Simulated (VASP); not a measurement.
A VASP calculation is set up with these files.

File KPOINTS:
```
Automatic mesh
0
Gamma
6 6 6
0 0 0
```

### INCAR
```
# general
SYSTEM   =  Ag2O
PREC     =  Accurate
ENCUT    =  520
LREAL    =  F
LASPH    =  T

# electronic loop
EDIFF    =  1E-7
NELM     =  100
ALGO     =  Normal
LMAXMIX  =  4

# smearing
ISMEAR   =  1
SIGMA    =  0.1

# functional
GGA      =  RE

# ions
ISIF     =  2

# output
LWAVE    =  F
LCHARG   =  F
```

POSCAR:
```
Ag2O
1
    4.9673581799     0.0000000000     0.0000000000
    0.0000000000     4.9673581799     0.0000000000
    0.0000000000     0.0000000000     4.9673581799
Ag O
4 2
Direct
  0.7500000000   0.2500000000   0.7500000000
  0.2500000000   0.7500000000   0.7500000000
  0.7500000000   0.7500000000   0.2500000000
  0.2500000000   0.2500000000   0.2500000000
  0.0000000000   0.0000000000   0.0000000000
  0.5000000000   0.5000000000   0.5000000000
```

POTCAR, in this order: Ag O (PBE.64 set). Program: vasp_std.

**Question.** Translate this revPBE calculation to Quantum ESPRESSO's pw.x.

**Answer.** One equivalent input (not run):
```
&CONTROL
  calculation = 'scf'
  pseudo_dir = './pseudo'
  outdir = './out'
  tprnfor = .true.
  tstress = .true.
/
&SYSTEM
  ibrav = 0
  nat = 6
  ntyp = 2
  ecutwfc = 84
  occupations = 'smearing'
  smearing = 'methfessel-paxton'
  degauss = 0.00735
  input_dft = 'revpbe'
/
&ELECTRONS
  conv_thr = 7.3e-09
  electron_maxstep = 100
/
ATOMIC_SPECIES
  Ag 107.868 Ag.upf
  O 15.999 O.upf
CELL_PARAMETERS angstrom
     4.9673582    0.0000000    0.0000000
     0.0000000    4.9673582    0.0000000
     0.0000000    0.0000000    4.9673582
ATOMIC_POSITIONS crystal
  Ag   0.7500000  0.2500000  0.7500000
  Ag   0.2500000  0.7500000  0.7500000
  Ag   0.7500000  0.7500000  0.2500000
  Ag   0.2500000  0.2500000  0.2500000
  O    0.0000000  0.0000000  0.0000000
  O    0.5000000  0.5000000  0.5000000
K_POINTS automatic
  6 6 6 0 0 0
```
Limits of the translation: the potentials are each code's own (VASP's PAW set, PseudoDojo norm-conserving files in pw.x), so ENCUT and ecutwfc are chosen apart and not converted; conv_thr bounds pw.x's estimated SCF error, while EDIFF bounds the energy change between steps.

The compound is Ag2O in the cuprite structure. This cell is one point of a volume scan, at 1.06 of the reference volume.
